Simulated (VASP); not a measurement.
GaN (wurtzite):

```
GaN
1.0
    1.59500    -2.76262     0.00000
    1.59500     2.76262     0.00000
    0.00000     0.00000     5.19000
Ga N
2 2
Direct
  0.66667   0.33333   0.50000
  0.33333   0.66667   0.00000
  0.66667   0.33333   0.87700
  0.33333   0.66667   0.37700
```

The lowest empty band near Γ, direction in plane, from PBE with spin-orbit coupling in VASP (PAW); its two spin partners are averaged. The gap over the points computed is 1.91 eV, and the next band on that side lies 2.33 eV away at the edge.

Settings: 520 eV cut-off, 9×9×5 Γ-centred mesh, Gaussian smearing of 0.050 eV, potentials Ga_d N.

| distance from the edge in k (1/Å) | distance in energy (meV) |
|---|---|
| 0.012 | 3.1 |
| 0.018 | 7.1 |
| 0.025 | 13.5 |
| 0.035 | 26.4 |
| 0.050 | 53.0 |
| 0.070 | 101.1 |

### Question
Fit E(1 + αE) = ħ²k²/2m* (ħ²/2m0 = 3.810 eV Å²) and predict the row at 0.095 1/Å.

### Answer
Least squares on the energies gives the electron mass m* = 0.174 m0 and α = 0.59 per eV, and so 178.5 meV. The run gave 178.3 meV, -0.2 meV from the fit.

Left out are points under 3 meV from the edge, since the levels carry 0.1 meV, and points farther than half the way to the next band.

The compound is GaN in the wurtzite structure. The cell was not relaxed at this level.
